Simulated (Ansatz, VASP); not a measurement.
# TiTeSe in two plane-wave programs, part 2 of 2

Aim: how closely do two programs agree when they are given the same cell, functional and k mesh? The cell is taken from a series of runs on this material, whose earlier steps may have relaxed, scaled, displaced or heated it; both programs get it as it stands.

VASP 6.6.1 and Ansatz 0.2.0.

So far: Set-up; Ansatz: zone-centre phonons, PBEsol.

## 3. VASP: zone-centre phonons, PBEsol

Level of this step: PBEsol, no spin polarisation; plane waves and PAW (Ti_sv, Se, Te) (VASP).

The same cell, functional, mesh and smearing now go to VASP, with its own data sets.

Lines of VASP's logs that name or quote its potential files are left out, and so is its time.

INCAR

```
SYSTEM = TiTeSe
PREC = Accurate
ENCUT = 500
EDIFF = 1E-08
NELM = 120
ISMEAR = 1
SIGMA = 0.2
LREAL = .FALSE.
ALGO = Normal
GGA = PS
NBANDS = 18
LASPH = .TRUE.
LORBIT = 11
LWAVE = .FALSE.
LCHARG = .FALSE.
ISIF = 2
IBRION = 8
GGA_COMPAT = .FALSE.
NELMDL = -8
KPAR = 2
```

POSCAR

```
TiTeSe
1.0
    3.7485295178      0.0000000000      0.0000000000
   -1.8742647589      3.2463217893      0.0000000000
    0.0000000000      0.0000000000     30.0000000000
Ti Se Te
1 1 1
Direct
    0.0000000000      0.0000000000      0.3374033316
    0.3333333333      0.6666666667      0.3814010110
    0.6666666667      0.3333333333      0.2778623240
```

KPOINTS

```
Automatic mesh
0
Gamma
15 15 1
0 0 0
```

The projector-augmented-wave data sets are Ti_sv, Se and Te (PBE family, release 64).

On the command line:

```
mpirun -np 2 vasp_std
```

Numbers of over 12 decimals in the logs are rounded to 6 here.

The program printed:

```text
[banner, memory and clock lines left out]
running    2 mpi-ranks, on    1 nodes
 distrk:  each k-point on    1 cores,    2 groups
 distr:  one band on    1 cores,    1 groups

 POSCAR found type information on POSCAR TiSeTe
 POSCAR found :  3 types and       3 ions
|                                                                             |
|               ----> ADVICE to this user running VASP <----                  |
|                                                                             |
|     You enforced a specific xc type in the INCAR file but a different       |
|     [... a line on the potential file left out ...]
|     I HOPE YOU KNOW WHAT YOU ARE DOING!                                     |
|                                                                             |

 LDA part: xc-table for (Slater+PW92), standard interpolation
 POSCAR, INCAR and KPOINTS ok, starting setup
 FFT: planning ... GRIDC
 FFT: planning ... GRID_SOFT
 FFT: planning ... GRID
 WAVECAR not read
 entering main loop
       N       E                     dE             d eps       ncg     rms          rms(c)
DAV:   1     0.156351516716E+03    0.15635E+03   -0.99905E+03  1188   0.942E+02
DAV:   2     0.125127372533E+01   -0.15510E+03   -0.15251E+03  1314   0.224E+02
DAV:   3    -0.201483669215E+02   -0.21400E+02   -0.21325E+02  1772   0.769E+01
DAV:   4    -0.212132421243E+02   -0.10649E+01   -0.10604E+01  1340   0.169E+01
DAV:   5    -0.213157746643E+02   -0.10253E+00   -0.10248E+00  1542   0.412E+00
DAV:   6    -0.213166246512E+02   -0.84999E-03   -0.84995E-03  1352   0.492E-01
DAV:   7    -0.213166558262E+02   -0.31175E-04   -0.31175E-04  1550   0.795E-02
DAV:   8    -0.213166560619E+02   -0.23569E-06   -0.23564E-06  1392   0.795E-03    0.123E+01
DAV:   9    -0.204325577420E+02    0.88410E+00   -0.40502E+01  1216   0.429E+01    0.142E+01
DAV:  10    -0.189456726100E+02    0.14869E+01   -0.40777E+01  1330   0.383E+01    0.634E+00
DAV:  11    -0.183891827204E+02    0.55649E+00   -0.18483E+00  1152   0.977E+00    0.241E+00
DAV:  12    -0.183653915927E+02    0.23791E-01   -0.11368E+00  1420   0.662E+00    0.202E+00
DAV:  13    -0.183300144291E+02    0.35377E-01   -0.47439E-01  1264   0.491E+00    0.696E-01
DAV:  14    -0.183258872362E+02    0.41272E-02   -0.69647E-02  1158   0.197E+00    0.370E-01
[...]
DAV:  27    -0.183248415814E+02   -0.28981E-05   -0.10225E-07  1088   0.166E-03    0.763E-04
DAV:  28    -0.183248429356E+02   -0.13543E-05   -0.35399E-08  1082   0.117E-03    0.151E-04
DAV:  29    -0.183248434534E+02   -0.51780E-06   -0.65877E-09   982   0.320E-04    0.115E-04
DAV:  30    -0.183248436765E+02   -0.22306E-06   -0.21875E-09   908   0.295E-04    0.838E-05
DAV:  31    -0.183248437413E+02   -0.64869E-07    0.22324E-10   844   0.112E-04    0.533E-05
DAV:  32    -0.183248437553E+02   -0.13969E-07    0.66686E-10   632   0.469E-05    0.447E-05
DAV:  33    -0.183248437657E+02   -0.10360E-07    0.56229E-10   680   0.788E-05    0.501E-06
DAV:  34    -0.183248437667E+02   -0.10145E-08    0.71871E-10   602   0.249E-05
   1 F= -.18324844E+02 E0= -.18326261E+02  d E =0.425050E-02
 Linear response reoptimize wavefunctions to high precision
DAV:   1    -0.183248437692E+02   -0.25575E-08    0.73608E-10   738   0.133E-05
DAV:   2    -0.183248437692E+02    0.41837E-10    0.72831E-10   616   0.544E-06
 Linear response DOF=           6
 Linear response progress:
  Degree of freedom:   1/  6
       N       E                     dE             d eps       ncg     rms          rms(c)
RMM:   1    -0.721863580704E+00   -0.72186E+00    0.13603E+01  4070   0.136E+02
RMM:   2    -0.685248284289E+00    0.36615E-01   -0.45424E-01  7137   0.528E+00    0.217E-01
RMM:   3    -0.682242039592E+00    0.30062E-02   -0.24826E-02  8103   0.113E+00    0.110E-01
[...]
RMM:   3    -0.748740603235E+00    0.22040E-02   -0.28353E-02  1798   0.111E+00    0.168E-01
RMM:   4    -0.749850327105E+00   -0.11097E-02   -0.17718E-02  1938   0.592E-01    0.132E-01
RMM:   5    -0.749743159114E+00    0.10717E-03   -0.14532E-03  1996   0.271E-01    0.411E-02
RMM:   6    -0.750256996174E+00   -0.51384E-03   -0.53838E-04  2302   0.124E-01    0.158E-02
RMM:   7    -0.750562701346E+00   -0.30571E-03   -0.92108E-05  2330   0.453E-02    0.454E-03
RMM:   8    -0.750652901247E+00   -0.90200E-04   -0.24624E-05  2439   0.208E-02    0.250E-03
RMM:   9    -0.750688318411E+00   -0.35417E-04   -0.82787E-06  2490   0.103E-02    0.673E-04
RMM:  10    -0.750689934608E+00   -0.16162E-05   -0.42654E-06  2469   0.530E-03    0.356E-04
RMM:  11    -0.750696511122E+00   -0.65765E-05   -0.21864E-06  2419   0.297E-03    0.162E-04
RMM:  12    -0.750699066312E+00   -0.25552E-05   -0.25888E-06  2347   0.192E-03    0.163E-04
RMM:  13    -0.750697092898E+00    0.19734E-05   -0.16979E-06  2435   0.126E-03    0.654E-05
RMM:  14    -0.750697555255E+00   -0.46236E-06   -0.10970E-06  2221   0.995E-04    0.358E-05
RMM:  15    -0.750697773590E+00   -0.21833E-06   -0.11658E-06  2403   0.721E-04    0.287E-05
RMM:  16    -0.750697783137E+00   -0.95475E-08   -0.87352E-07  2373   0.585E-04    0.207E-05
[...]
RMM:  25    -0.750697982965E+00    0.14025E-08   -0.26647E-07  2082   0.206E-04    0.118E-05
RMM:  26    -0.750697987052E+00   -0.40865E-08   -0.21615E-07  1756   0.190E-04    0.145E-05
[...]
RMM:   4    -0.798337243889E-01   -0.42612E-03   -0.35613E-04  9255   0.847E-02    0.947E-03
RMM:   5    -0.798307623879E-01    0.29620E-05   -0.10286E-04 10277   0.371E-02    0.516E-03
RMM:   6    -0.798359957792E-01   -0.52334E-05   -0.20065E-05 10237   0.161E-02    0.292E-03
RMM:   7    -0.798412224026E-01   -0.52266E-05   -0.50729E-06  9804   0.855E-03    0.274E-03
RMM:   8    -0.798463790395E-01   -0.51566E-05   -0.24114E-06  9629   0.497E-03    0.998E-04
RMM:   9    -0.798476325117E-01   -0.12535E-05    0.11968E-08 10827   0.260E-03    0.327E-04
RMM:  10    -0.798481938525E-01   -0.56134E-06    0.11611E-07 10841   0.124E-03    0.145E-04
RMM:  11    -0.798484118331E-01   -0.21798E-06    0.10734E-08 10921   0.660E-04    0.393E-05
RMM:  12    -0.798483422451E-01    0.69588E-07    0.23315E-08 10882   0.357E-04    0.183E-05
RMM:  13    -0.798483154128E-01    0.26832E-07   -0.55044E-08 10900   0.200E-04    0.104E-05
RMM:  14    -0.798483116189E-01    0.37939E-08   -0.56380E-08 10976   0.114E-04    0.100E-05
 first order change of Fermi-energy   0.32569E-03
 force on displaced ion       2 direction 1 :  -4.300   0.000   0.001
 Linear response progress:
  Degree of freedom:   4/  6
       N       E                     dE             d eps       ncg     rms          rms(c)
RMM:   1    -0.121195359755E+00   -0.12120E+00    0.24954E-02  2358   0.148E+00
RMM:   2    -0.116676397869E+00    0.45190E-02   -0.43297E-03  1989   0.337E-01    0.137E-01
RMM:   3    -0.117011412701E+00   -0.33501E-03   -0.15106E-03  1811   0.292E-01    0.175E-01
RMM:   4    -0.116634238030E+00    0.37717E-03   -0.51125E-04  1800   0.196E-01    0.560E-02
RMM:   5    -0.116758036882E+00   -0.12380E-03   -0.23423E-04  2176   0.770E-02    0.168E-02
RMM:   6    -0.116769183794E+00   -0.11147E-04   -0.52948E-05  2352   0.353E-02    0.127E-02
RMM:   7    -0.116745093976E+00    0.24090E-04   -0.10855E-05  2096   0.195E-02    0.239E-03
RMM:   8    -0.116745742833E+00   -0.64886E-06   -0.34934E-06  2406   0.835E-03    0.145E-03
RMM:   9    -0.116745397382E+00    0.34545E-06    0.11396E-06  2435   0.382E-03    0.106E-03
RMM:  10    -0.116745321711E+00    0.75671E-07    0.67699E-07  2321   0.224E-03    0.225E-04
RMM:  11    -0.116745145075E+00    0.17664E-06    0.19206E-06  2388   0.105E-03    0.185E-04
RMM:  12    -0.116744526053E+00    0.61902E-06    0.76777E-08  2228   0.667E-04    0.102E-04
RMM:  13    -0.116744352400E+00    0.17365E-06    0.25274E-07  2405   0.343E-04    0.328E-05
RMM:  14    -0.116744233779E+00    0.11862E-06    0.15062E-07  2244   0.232E-04    0.486E-05
RMM:  15    -0.116744208194E+00    0.25585E-07    0.11284E-07  2398   0.127E-04    0.174E-05
RMM:  16    -0.116744216222E+00   -0.80279E-08    0.61146E-08  2328   0.858E-05    0.171E-05
 first order change of Fermi-energy  -0.11041E+01
 force on displaced ion       2 direction 3 :  -0.000   0.000  -6.538
 Linear response progress:
  Degree of freedom:   5/  6
       N       E                     dE             d eps       ncg     rms          rms(c)
RMM:   1    -0.424909288928E-01   -0.42491E-01    0.34055E-03  9758   0.940E-01
RMM:   2    -0.407559668670E-01    0.17350E-02   -0.39755E-03  8343   0.307E-01    0.705E-02
RMM:   3    -0.409211172171E-01   -0.16515E-03   -0.77028E-04  9357   0.111E-01    0.418E-02
RMM:   4    -0.409775250814E-01   -0.56408E-04   -0.13302E-04 10147   0.435E-02    0.304E-02
RMM:   5    -0.410793806107E-01   -0.10186E-03   -0.32621E-05  8900   0.291E-02    0.355E-03
RMM:   6    -0.410756483354E-01    0.37323E-05   -0.10519E-05  9752   0.128E-02    0.293E-03
RMM:   7    -0.410738454311E-01    0.18029E-05   -0.21752E-06  9647   0.687E-03    0.209E-03
RMM:   8    -0.410715615829E-01    0.22838E-05    0.29813E-07  9672   0.369E-03    0.489E-04
RMM:   9    -0.410713570452E-01    0.20454E-06   -0.15984E-06 10799   0.181E-03    0.185E-04
RMM:  10    -0.410713413202E-01    0.15725E-07    0.13118E-06 10945   0.814E-04    0.105E-04
RMM:  11    -0.410714175825E-01   -0.76262E-07   -0.34701E-07 10707   0.432E-04    0.383E-05
RMM:  12    -0.410713934239E-01    0.24159E-07    0.56169E-07 10984   0.240E-04    0.125E-05
RMM:  13    -0.410714113434E-01   -0.17919E-07   -0.14293E-07 10908   0.130E-04    0.855E-06
RMM:  14    -0.410714149389E-01   -0.35955E-08    0.16588E-07 10972   0.729E-05    0.250E-06
RMM:  15    -0.410714175243E-01   -0.25854E-08   -0.51224E-08 10864   0.395E-05    0.256E-06
 first order change of Fermi-energy   0.39413E-03
 force on displaced ion       3 direction 1 :  -2.436   0.000  -0.001
 Linear response progress:
  Degree of freedom:   6/  6
       N       E                     dE             d eps       ncg     rms          rms(c)
RMM:   1    -0.827520037749E-01   -0.82752E-01    0.23076E-02  2288   0.111E+00
RMM:   2    -0.805467893493E-01    0.22052E-02   -0.48704E-03  2035   0.330E-01    0.102E-01
RMM:   3    -0.806670260127E-01   -0.12024E-03   -0.73954E-04  1926   0.160E-01    0.842E-02
RMM:   4    -0.806766701540E-01   -0.96441E-05   -0.30989E-04  2014   0.125E-01    0.576E-02
RMM:   5    -0.806695806136E-01    0.70895E-05   -0.89742E-05  2008   0.630E-02    0.423E-02
RMM:   6    -0.807129901748E-01   -0.43410E-04   -0.41433E-05  2021   0.474E-02    0.119E-02
RMM:   7    -0.807112000993E-01    0.17901E-05   -0.17303E-05  2307   0.229E-02    0.611E-03
RMM:   8    -0.807119651214E-01   -0.76502E-06   -0.55961E-06  2432   0.111E-02    0.355E-03
RMM:   9    -0.807121369330E-01   -0.17181E-06   -0.66520E-06  2419   0.472E-03    0.249E-03
RMM:  10    -0.807118953388E-01    0.24159E-06   -0.22807E-06  2471   0.236E-03    0.348E-03
RMM:  11    -0.807131922308E-01   -0.12969E-05   -0.15579E-06  2145   0.217E-03    0.119E-03
RMM:  12    -0.807142591429E-01   -0.10669E-05   -0.13905E-06  2161   0.136E-03    0.314E-04
RMM:  13    -0.807153371433E-01   -0.10780E-05   -0.11529E-06  2226   0.768E-04    0.526E-04
RMM:  14    -0.807155178954E-01   -0.18075E-06   -0.41127E-07  2243   0.382E-04    0.150E-04
RMM:  15    -0.807157299122E-01   -0.21202E-06   -0.89517E-08  2201   0.241E-04    0.682E-05
RMM:  16    -0.807159014781E-01   -0.17157E-06   -0.30281E-07  2269   0.147E-04    0.276E-05
RMM:  17    -0.807159315710E-01   -0.30093E-07   -0.13967E-07  2312   0.824E-05    0.160E-05
RMM:  18    -0.807159748277E-01   -0.43257E-07   -0.70099E-08  2337   0.479E-05    0.904E-06
RMM:  19    -0.807159679050E-01    0.69227E-08   -0.45492E-08  2335   0.321E-05    0.125E-05
 first order change of Fermi-energy  -0.58668E+00
 force on displaced ion       3 direction 3 :  -0.000   0.000  -7.586
 Linear response finished
```

Parts of OUTCAR (step 3):

```text
ion  position               nearest neighbor table
   1  0.000  0.000  0.337-   2 2.53   2 2.53   2 2.53   3 2.81   3 2.81   3 2.81
   2  0.333  0.667  0.381-   1 2.53   1 2.53   1 2.53
   3  0.667  0.333  0.278-   1 2.81   1 2.81   1 2.81

  LATTYP: Found a hexagonal cell.
 ALAT       =     3.7485295178
 C/A-ratio  =     8.0031382593

 Subroutine GETGRP returns: Found  6 space group operations
 (whereof  6 operations were pure point group operations)

The static configuration has the point symmetry C_3v.

 Found     27 irreducible k-points:

   k-points           NKPTS =     27   k-points in BZ     NKDIM =     27   number of bands    NBANDS=     18

   dimension x,y,z NGX =    28 NGY =   28 NGZ =  224
   dimension x,y,z NGXF=    56 NGYF=   56 NGZF=  448

   ENCUT  =  500.0 eV  36.75 Ry    6.06 a.u.   6.83  6.83 54.70*2*pi/ulx,y,z

   NELECT =      24.0000    total number of electrons

 k-points in reciprocal lattice and weights: Automatic mesh
   0.00000000  0.00000000  0.00000000       0.004
   0.06666667 -0.00000000  0.00000000       0.027
   0.13333333  0.00000000  0.00000000       0.027
   0.20000000  0.00000000  0.00000000       0.027
   0.26666667  0.00000000  0.00000000       0.027
   0.33333333  0.00000000  0.00000000       0.027
   0.40000000  0.00000000  0.00000000       0.027
   0.46666667 -0.00000000  0.00000000       0.027
   0.06666667  0.06666667  0.00000000       0.027
[...]
0.33333333  0.26666667  0.00000000       0.053
   0.33333333  0.33333333  0.00000000       0.009

 average (electrostatic) potential at core
       1 -84.4409       2 -60.8907       3 -96.6433

  Total       -2.0631426     -2.0631426      0.0546673      0.0000000      0.0000000      0.0000000
  in kB       -9.0545335     -9.0545335      0.2399187      0.0000000      0.0000000      0.0000000
  external PRESSURE =      -5.9563828 kB  Pullay stress =       0.0000000 kB

  energy-cutoff  :      500.00
  volume of cell :      365.07
      direct lattice vectors                 reciprocal lattice vectors
     3.748529518  0.000000000  0.000000000     0.266771275  0.154020468  0.000000000
    -1.874264759  3.246321789  0.000000000     0.000000000  0.308040935  0.000000000
     0.000000000  0.000000000 30.000000000     0.000000000  0.000000000  0.033333333

 POSITION                                       TOTAL-FORCE (eV/Angst)
 -----------------------------------------------------------------------------------
      0.00000      0.00000     10.12210        -0.000000      0.000000      0.002861
     -0.00000      2.16421     11.44203        -0.000000      0.000000      0.019900
      1.87426      1.08211      8.33587         0.000000     -0.000000     -0.022762
 -----------------------------------------------------------------------------------
    total drift:                               -0.000000     -0.000000      0.000350

 Eigenvectors and eigenvalues of the dynamical matrix
 ----------------------------------------------------

   1 f  =    8.508762 THz    53.462130 2PiTHz  283.821761 cm-1    35.189398 meV
             X         Y         Z           dx          dy          dz
      0.000000  0.000000 10.122100    -0.000000    0.000000    0.897382
     -0.000000  2.164215 11.442030    -0.000000    0.000000   -0.337743
      1.874265  1.082107  8.335870     0.000000   -0.000000   -0.283962

   2 f  =    5.261845 THz    33.061148 2PiTHz  175.516258 cm-1    21.761233 meV
             X         Y         Z           dx          dy          dz
      0.000000  0.000000 10.122100    -0.000004   -0.790801    0.000000
     -0.000000  2.164215 11.442030     0.000003    0.612062   -0.000000
      1.874265  1.082107  8.335870     0.000000    0.003716   -0.000000

   3 f  =    5.261845 THz    33.061148 2PiTHz  175.516258 cm-1    21.761233 meV
             X         Y         Z           dx          dy          dz
      0.000000  0.000000 10.122100    -0.790801    0.000004    0.000000
     -0.000000  2.164215 11.442030     0.612062   -0.000003    0.000000
      1.874265  1.082107  8.335870     0.003716   -0.000000    0.000000

   4 f  =    4.561414 THz    28.660208 2PiTHz  152.152387 cm-1    18.864483 meV
             X         Y         Z           dx          dy          dz
      0.000000  0.000000 10.122100    -0.000000    0.000000   -0.081028
     -0.000000  2.164215 11.442030    -0.000000    0.000000   -0.758723
      1.874265  1.082107  8.335870     0.000000    0.000000    0.646355

   5 f  =    3.055820 THz    19.200284 2PiTHz  101.931186 cm-1    12.637851 meV
             X         Y         Z           dx          dy          dz
      0.000000  0.000000 10.122100    -0.000004   -0.430855   -0.000000
     -0.000000  2.164215 11.442030    -0.000005   -0.560969   -0.000000
      1.874265  1.082107  8.335870     0.000006    0.706879   -0.000000

   6 f  =    3.055820 THz    19.200284 2PiTHz  101.931186 cm-1    12.637851 meV
             X         Y         Z           dx          dy          dz
      0.000000  0.000000 10.122100     0.430855   -0.000004    0.000000
     -0.000000  2.164215 11.442030     0.560969   -0.000005    0.000000
      1.874265  1.082107  8.335870    -0.706879    0.000006    0.000000

   7 f/i=    0.000539 THz     0.003388 2PiTHz    0.017989 cm-1     0.002230 meV
             X         Y         Z           dx          dy          dz
      0.000000  0.000000 10.122100     0.000000    0.000000   -0.433750
     -0.000000  2.164215 11.442030     0.000000    0.000000   -0.557018
      1.874265  1.082107  8.335870     0.000000    0.000000   -0.708231

   8 f/i=    0.004623 THz     0.029050 2PiTHz    0.154222 cm-1     0.019121 meV
             X         Y         Z           dx          dy          dz
      0.000000  0.000000 10.122100     0.404900    0.158284    0.000000
     -0.000000  2.164215 11.442030     0.519141    0.202943    0.000000
      1.874265  1.082107  8.335870     0.658777    0.257530    0.000000

   9 f/i=    0.004623 THz     0.029050 2PiTHz    0.154222 cm-1     0.019121 meV
             X         Y         Z           dx          dy          dz
      0.000000  0.000000 10.122100    -0.158284    0.404900    0.000000
     -0.000000  2.164215 11.442030    -0.202943    0.519141    0.000000
      1.874265  1.082107  8.335870    -0.257530    0.658777    0.000000

 ELASTIC MODULI CONTR FROM IONIC RELAXATION (kBar)
 Direction    XX          YY          ZZ          XY          YZ          ZX
 --------------------------------------------------------------------------------
 XX         -75.8878    -51.5467   -101.8339      0.0000     32.9486     -0.0000
 YY         -51.5467    -75.8878   -101.8339      0.0000    -32.9486      0.0000
 ZZ        -101.8339   -101.8339   -183.6553     -0.0000     -0.0000      0.0000
 XY           0.0000      0.0000     -0.0000    -12.1706     -0.0000     29.7697
 YZ          32.9486    -32.9486     -0.0000     -0.0000   -104.6034      0.0000
 ZX          -0.0000      0.0000      0.0000     29.7697      0.0000    -78.5735
 --------------------------------------------------------------------------------
```

This run has no spin polarisation, so a moment on Ti, if there is one, isn't seen. Energies printed during the response cycles are not total energies of the cell. The PAW data sets were made with PBE, which is usual practice but a small mismatch for other functionals.

## 4. Side by side

Known differences besides the potentials themselves: Ansatz cuts the interaction across the vacuum, VASP repeats the sheet without a dipole correction; the data sets hold 44 valence electrons in Ansatz (on its PAW soft_1 files) and 24 in VASP; the cutoff is 420 eV in Ansatz and 500 eV in VASP; Ansatz makes its cores anew for this functional, VASP keeps those of its PBE data sets. Total energies have different zeros and are not compared.

Both answers:

| quantity | Ansatz | VASP | difference |
| --- | --- | --- | --- |
| optical mode 1 to 2 (cm⁻¹) | 101.7 | 101.9 | -0.21 % |
| optical mode 3 (cm⁻¹) | 152.2 | 152.2 | +0.00 % |
| optical mode 4 to 5 (cm⁻¹) | 174.4 | 175.5 | -0.62 % |
| optical mode 6 (cm⁻¹) | 283.5 | 283.8 | -0.12 % |

Modes are paired by rising frequency, not by their patterns, so a pair may set unlike modes beside each other; they are those without the splitting of longitudinal modes. Where the cell holds vacuum, a pressure given here is an average over it and none of the material.

## 5. Outcome

```yaml
r_m_s_difference_of_the_optical_zone_centre_modes_each_program_s_sorted_by_frequency_zone_centre_phonons_pbesol: 0.66 cm⁻¹
difference_in_optical_mode_4_to_5_zone_centre_phonons_pbesol: -0.6 %
```

In words: The r.m.s. difference of the optical zone-centre modes, each program's sorted by frequency is 0.66 cm⁻¹ (zone-centre phonons, PBEsol). The data sets hold unlike numbers of valence electrons (44 in Ansatz and 24 in VASP), so part of the differences may come from the potentials. Among the rows given in per cent, the largest difference of the zone-centre phonons, PBEsol pair is in optical mode 4 to 5, -0.6 %. How closely two codes agree says nothing of how well the functional describes the real material.

[Lines on the potential files, build, host, timing and source positions are cut from VASP's logs without a mark.]

[Logs are printed without paths, hosts, clocks, repeated set-up lines and the standing remarks that a program may print on its own settings, such as how far it seeks lower states.]

[Hosts, paths, dates, database ids (printed as entryN), source tags and the programs' standing remarks are cut or masked in the printed files.]
